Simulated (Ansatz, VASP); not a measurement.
# Cross-check of Ga6P6H13 (GaP wire along [111], 24 atoms a period, H-terminated) between VASP and Ansatz, part 2 of 3

Wanted: the spread between two codes on one cell, functional and k mesh. Of the first pair: The structure shown is the start of the Ansatz relaxation below; VASP solves that cell, so the two are compared at the walk's first step.

VASP 6.6.1 and Ansatz 0.2.0.

So far: The structure; Ansatz: relaxation, PBE.

### 3. VASP: single point, PBE, start cell, pair 1

Level of this step: PBE; plane waves and PAW (Ga_d, P, H) (VASP).

The same cell, functional, mesh and smearing now go to VASP, with its own data sets.

Lines of VASP's logs that name or quote its potential files are left out, and so is its time.

INCAR reads:

```
SYSTEM = Ga6P6H13
PREC = Accurate
ENCUT = 400
EDIFF = 1E-06
NELM = 120
ISMEAR = -1
SIGMA = 0.05
LREAL = Auto
ALGO = Normal
GGA = PE
NBANDS = 160
LORBIT = 11
LWAVE = .FALSE.
LCHARG = .FALSE.
ISIF = 2
LASPH = .TRUE.
GGA_COMPAT = .FALSE.
EFERMI = MIDGAP
KPAR = 4
```

POSCAR reads:

```
Ga6P6H13
1.0
   15.2240000000      0.0000000000      0.0000000000
    0.0000000000     16.3860000000      0.0000000000
    0.0000000000      0.0000000000      9.5436000000
Ga P H
12 12 26
Direct
    0.3080704808      0.6416000244      0.0000000000
    0.4360315292      0.4356820456      0.0000000000
    0.5639925775      0.6416000244      0.0000000000
    0.4360315292      0.5729606982      0.3333333333
    0.5639925775      0.3670427194      0.3333333333
    0.6919536259      0.5729606982      0.3333333333
    0.3080704808      0.5043213719      0.6666666667
    0.4360315292      0.2984033931      0.6666666667
    0.4360315292      0.7102394117      0.6666666667
    0.5639925775      0.5043213719      0.6666666667
    0.6919536259      0.7102394117      0.6666666667
    0.6919536259      0.4356820456      0.0000000000
    0.3080704808      0.6416000244      0.2500000000
    0.4360315292      0.4356820456      0.2500000000
    0.5639925775      0.6416000244      0.2500000000
    0.6919536259      0.4356820456      0.2500000000
    0.4360315292      0.5729606982      0.5833333333
    0.5639925775      0.3670427194      0.5833333333
    0.6919536259      0.5729606982      0.5833333333
    0.3080704808      0.5043213719      0.9166666667
    0.4360315292      0.2984033931      0.9166666667
    0.4360315292      0.7102394117      0.9166666667
    0.5639925775      0.5043213719      0.9166666667
    0.6919536259      0.7102394117      0.9166666667
    0.5639925775      0.2761335286      0.2781479735
    0.7766925250      0.6184153546      0.2781479735
    0.2313763794      0.6004607592      0.2999462467
    0.3080704808      0.7238786159      0.2999462467
    0.3593374934      0.3945427804      0.2999462467
    0.5639925775      0.7238786159      0.2999462467
    0.7686476616      0.3945427804      0.2999462467
    0.2233315817      0.5497760283      0.6114813068
    0.3080704808      0.4134121811      0.6114813068
    0.3512926301      0.3438579885      0.6114813068
    0.3512926301      0.7556940071      0.6114813068
    0.4360315292      0.2074942024      0.6114813068
    0.5207703626      0.7556940071      0.6114813068
    0.6072147924      0.7556940071      0.6114813068
    0.7766925250      0.7556940071      0.6114813068
    0.6406866132      0.3259034542      0.6332795800
    0.7686476616      0.5318214329      0.6332795800
    0.2233315817      0.6870546808      0.9448146402
    0.6919536259      0.3447728549      0.9448146402
    0.7766925250      0.4811367021      0.9448146402
    0.2313763794      0.4631821067      0.9666129134
    0.3593374934      0.2572641279      0.9666129134
    0.4360315292      0.7925179421      0.9666129134
    0.5127255649      0.2572641279      0.9666129134
    0.6919536259      0.7925179421      0.9666129134
    0.7686476616      0.6691000854      0.9666129134
```

KPOINTS reads:

```
Automatic mesh
0
Gamma
1 1 9
0 0 0
```

Potentials, in the order of the species: Ga_d, P and H (PBE family, release 64).

Command:

```
$ mpirun -np 8 vasp_std
```

Numbers of over 12 decimals in the logs are rounded to 6 here.

The log of the run:

```text
[banner, memory and clock lines left out]
running    8 mpi-ranks, on    1 nodes
[...]
|                                                                             |
|           W    W    AA    RRRRR   N    N  II  N    N   GGGG   !!!           |
|           W    W   A  A   R    R  NN   N  II  NN   N  G    G  !!!           |
|           W    W  A    A  R    R  N N  N  II  N N  N  G       !!!           |
|           W WW W  AAAAAA  RRRRR   N  N N  II  N  N N  G  GGG   !            |
|           WW  WW  A    A  R   R   N   NN  II  N   NN  G    G                |
|           W    W  A    A  R    R  N    N  II  N    N   GGGG   !!!           |
|                                                                             |
|     For optimal performance we recommend to set                             |
|       NCORE = 2 up to number-of-cores-per-socket                            |
|     NCORE specifies how many cores store one orbital (NPAR=cpu/NCORE).      |
|     This setting can greatly improve the performance of VASP for DFT.       |
|     The default, NCORE=1 might be grossly inefficient on modern             |
|     multi-core architectures or massively parallel machines. Do your        |
|     Unfortunately you need to use the default for GW and RPA                |
|     calculations (for HF NCORE is supported but not extensively tested      |
|     yet).                                                                   |
|                                                                             |

 LDA part: xc-table for (Slater+PW92), standard interpolation
 POSCAR, INCAR and KPOINTS ok, starting setup
[...]
entering main loop
       N       E                     dE             d eps       ncg     rms          rms(c)
DAV:   1     0.155800595606E+04    0.15580E+04   -0.86118E+04  1928   0.108E+03
DAV:   2     0.214618340840E+02   -0.15365E+04   -0.14740E+04  2192   0.279E+02
DAV:   3    -0.182918382779E+03   -0.20438E+03   -0.20286E+03  2000   0.111E+02
DAV:   4    -0.198978516915E+03   -0.16060E+02   -0.16018E+02  2256   0.324E+01
[...]
DAV:  25    -0.188790683382E+03   -0.49030E-05   -0.51045E-07  1320   0.295E-03    0.455E-04
DAV:  26    -0.188790685309E+03   -0.19279E-05   -0.28504E-07  1376   0.185E-03    0.242E-04
DAV:  27    -0.188790685973E+03   -0.66340E-06   -0.13637E-07  1312   0.154E-03
   1 F= -.18879069E+03 E0= -.18879069E+03  d E =-.151907E-08
```

Parts of OUTCAR (step 3):

```text
  Total       -0.9577410     -3.2485307     -0.5950521     -2.0578722     -0.1012987      0.1847535
  in kB       -0.6445324     -2.1861683     -0.4004530     -1.3848892     -0.0681711      0.1243338
  external PRESSURE =      -1.0770512 kB  Pullay stress =       0.0000000 kB

 POSITION                                       TOTAL-FORCE (eV/Angst)
 -----------------------------------------------------------------------------------
      4.69006     10.51326      0.00000        -0.655357      0.382902     -0.329439
      6.63814      7.13909      0.00000        -0.194144      0.094735      0.092771
      8.58622     10.51326      0.00000        -0.170476      0.128098      0.092099
      6.63814      9.38853      3.18120        -0.116314      0.070018      0.802381
      8.58622      6.01436      3.18120         0.398239     -0.803423      0.109605
     10.53430      9.38853      3.18120         0.896187      0.058579      0.112953
      4.69006      8.26381      6.36240        -0.915462      0.069463     -0.831106
      6.63814      4.88964      6.36240        -0.213523     -1.063828     -0.846461
      6.63814     11.63798      6.36240        -0.514976      0.766368     -0.831833
      8.58622      8.26381      6.36240         0.123892     -0.067565     -0.273551
     10.53430     11.63798      6.36240         0.819952      0.729655     -0.846128
     10.53430      7.13909      0.00000         0.704121     -0.405083     -0.397844
      4.69006     10.51326      2.38590         0.344049     -0.202076     -0.243351
      6.63814      7.13909      2.38590         0.307178      0.341167     -0.059136
[...]
-----------------------------------------------------------------------------------
    total drift:                                0.001382     -0.001882      0.002743

  FREE ENERGIE OF THE ION-ELECTRON SYSTEM (eV)
  ---------------------------------------------------
  free  energy   TOTEN  =      -188.7906859728 eV

  energy  without entropy=     -188.7906859713  energy(sigma->0) =     -188.79068597

[... 3 further parts left out ...]
[key lines of the parts left out:]
E-fermi :  -1.4977
```

### 4. Differences

Known differences besides the potentials themselves: the cutoff is 420 eV in Ansatz and 400 eV in VASP (PREC = Accurate, projectors in real space). Total energies have different zeros and are not compared.

Forces on 7 of the 50 atoms, those with the largest forces and the largest differences (eV/Å; atoms numbered as in POSCAR):

```
atom          Ansatz x, y, z            VASP x, y, z
 Ga5    0.396, -0.782, 0.117    0.398, -0.803, 0.110
 Ga6     0.876, 0.053, 0.120     0.896, 0.059, 0.113
 Ga7   -0.896, 0.080, -0.810   -0.915, 0.069, -0.831
 Ga8  -0.195, -1.052, -0.824  -0.214, -1.064, -0.846
 Ga9   -0.516, 0.744, -0.812   -0.515, 0.766, -0.832
Ga11    0.818, 0.705, -0.824    0.820, 0.730, -0.846
Ga12   0.686, -0.396, -0.382   0.704, -0.405, -0.398
```

The forces differ by 11 meV/Å r.m.s., which is 3.1 % of the r.m.s. force of 0.365 eV/Å (both taken over all components).

### 5. Ansatz: relaxation, PBE

This run makes the geometry at which the two programs are then compared. The cell compared in this pair holds 2373.47 Å³, against 2380.75 Å³ for the pair before.

The structure compared here is the end of the Ansatz relaxation.

input.yaml reads:

```yaml
crystal:
  lattice:
    - [15.224, 0.0, 0.0]
    - [0.0, 16.386, 0.0]
    - [0.0, 0.0, 9.5435999497]
  atoms:
    - { symbol: Ga, position: [0.308070454, 0.641600054, 0.0] }
    - { symbol: Ga, position: [0.436031515, 0.435682068, 0.0] }
    - { symbol: Ga, position: [0.563992575, 0.641600054, 0.0] }
    - { symbol: P, position: [0.308070454, 0.641600054, 0.25] }
    - { symbol: P, position: [0.436031515, 0.435682068, 0.25] }
    - { symbol: P, position: [0.563992575, 0.641600054, 0.25] }
    - { symbol: P, position: [0.691953635, 0.435682068, 0.25] }
    - { symbol: H, position: [0.563992575, 0.276133531, 0.278148008] }
    - { symbol: H, position: [0.776692508, 0.61841533, 0.278148008] }
    - { symbol: H, position: [0.231376411, 0.600460761, 0.299946212] }
    - { symbol: H, position: [0.308070454, 0.723878641, 0.299946212] }
    - { symbol: H, position: [0.359337472, 0.394542774, 0.299946212] }
    - { symbol: H, position: [0.563992575, 0.723878641, 0.299946212] }
    - { symbol: H, position: [0.768647678, 0.394542774, 0.299946212] }
    - { symbol: Ga, position: [0.436031515, 0.572960725, 0.333333333] }
    - { symbol: Ga, position: [0.563992575, 0.367042739, 0.333333333] }
    - { symbol: Ga, position: [0.691953635, 0.572960725, 0.333333333] }
    - { symbol: P, position: [0.436031515, 0.572960725, 0.583333333] }
    - { symbol: P, position: [0.563992575, 0.367042739, 0.583333333] }
    - { symbol: P, position: [0.691953635, 0.572960725, 0.583333333] }
    - { symbol: H, position: [0.223331582, 0.549776001, 0.611481341] }
    - { symbol: H, position: [0.308070454, 0.413412188, 0.611481341] }
    - { symbol: H, position: [0.351292642, 0.343858015, 0.611481341] }
    - { symbol: H, position: [0.351292642, 0.755693987, 0.611481341] }
    - { symbol: H, position: [0.436031515, 0.207494202, 0.611481341] }
    - { symbol: H, position: [0.520770387, 0.755693987, 0.611481341] }
    - { symbol: H, position: [0.607214763, 0.755693987, 0.611481341] }
    - { symbol: H, position: [0.776692508, 0.755693987, 0.611481341] }
    - { symbol: H, position: [0.640686618, 0.325903446, 0.633279545] }
    - { symbol: H, position: [0.768647678, 0.531821432, 0.633279545] }
    - { symbol: Ga, position: [0.308070454, 0.504321397, 0.666666667] }
    - { symbol: Ga, position: [0.436031515, 0.298403411, 0.666666667] }
    - { symbol: Ga, position: [0.436031515, 0.710239383, 0.666666667] }
    - { symbol: Ga, position: [0.563992575, 0.504321397, 0.666666667] }
    - { symbol: Ga, position: [0.691953635, 0.710239383, 0.666666667] }
    - { symbol: P, position: [0.308070454, 0.504321397, 0.916666667] }
    - { symbol: P, position: [0.436031515, 0.298403411, 0.916666667] }
    - { symbol: P, position: [0.436031515, 0.710239383, 0.916666667] }
    - { symbol: P, position: [0.563992575, 0.504321397, 0.916666667] }
    - { symbol: P, position: [0.691953635, 0.710239383, 0.916666667] }
    - { symbol: H, position: [0.223331582, 0.687054658, 0.944814675] }
    - { symbol: H, position: [0.691953635, 0.34477286, 0.944814675] }
    - { symbol: H, position: [0.776692508, 0.481136672, 0.944814675] }
    - { symbol: H, position: [0.231376411, 0.463182103, 0.966612879] }
    - { symbol: H, position: [0.359337472, 0.257264117, 0.966612879] }
    - { symbol: H, position: [0.436031515, 0.79251797, 0.966612879] }
    - { symbol: H, position: [0.512725558, 0.257264117, 0.966612879] }
    - { symbol: H, position: [0.691953635, 0.79251797, 0.966612879] }
    - { symbol: H, position: [0.768647678, 0.669100089, 0.966612879] }
    - { symbol: Ga, position: [0.691953635, 0.435682068, 0.0] }
kpoints:
  mp_grid: { grid: [1, 1, 9] }
scf:
  occupations: { method: fermi_dirac, width: 0.05 }
hamiltonian:
  xc: pbe
relax:
  cell: { fix: [a, b, alpha, beta, gamma] }
  max_steps: 45
  f_tol: 0.03
```

Command:

```
$ ansatz run input.yaml --threads 4 --pin off --max-ram 16384MiB --backend cpu --events-out ev --progress --plain --runs-dir out
```

The log of the run:

```text
[...]
Crystal: 50 atoms, lattice volume = 2380.751 Å³
Basis set: ecut = 420 eV, 46475 PW (Γ), exchange–correlation on 216×240×128 points (8 copies of the dense FFT grid, shifted against one another)
Bands: 171, of which v1, the nominal top of the filled ones, is band 121 counted from 1 (120 counted from 0)
Symmetry: 1 space group operations
[...]
- { symbol: P, position: [0.558348, 0.507368, 0.916607] }
    - { symbol: P, position: [0.683589, 0.707702, 0.911517] }
[...]
- { symbol: H, position: [0.427849, 0.788864, 0.966074] }
    - { symbol: H, position: [0.493173, 0.268547, 1.006421] }
    - { symbol: H, position: [0.680541, 0.789863, 0.959378] }
    - { symbol: H, position: [0.748955, 0.678837, 1.005865] }
    - { symbol: Ga, position: [0.690844, 0.435871, -0.012955] }
[key lines of the parts left out:]
SCF converged after 4 iterations
Free energy (F): -54881.153880 eV
Fermi energy:    -1.478004 eV
P = ⅓ Tr σ = -0.0055 GPa (-0.055 kbar)
```

(Part 2 of 3 ends here.)

[Lines on the potential files, build, host, timing and source positions are cut from VASP's logs without a mark.]

[Logs are printed without paths, hosts, clocks, repeated set-up lines and the standing remarks that a program may print on its own settings, such as how far it seeks lower states.]

[Hosts, paths, dates, database ids (printed as entryN), source tags and the programs' standing remarks are cut or masked in the printed files.]
